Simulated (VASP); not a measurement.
Energy against volume of NaCl (rock salt). Level of theory: HSEsol screened hybrid, VASP's PBE PAW potentials (set 64) (plane waves; VASP). Settings: 520 eV cut-off, 6×6×6 Γ-centred mesh, Gaussian smearing of 0.050 eV, potentials Na_pv Cl.

| V (Å³/atom) | E (eV/atom) |
|---|---|
| 21.634 | -4.03676 |
| 22.324 | -4.03603 |
| 23.015 | -4.03209 |
| 23.705 | -4.02548 |

### Question
Fit these four points and predict the energy of the run at 20.943 Å³/atom.

### Answer
A cubic in V^(−2/3), the third-order Birch-Murnaghan form, passes through the four points with V0 = 21.83 Å³/atom and B0 = 27 GPa, and gives -4.0336 eV/atom there. The run gave -4.0336 eV/atom, +0.0 meV/atom from the fit; all five points give B0 = 27 GPa.

The compound is NaCl in the rock salt structure. It was relaxed first. The cell's shape comes from a PBE relaxation.
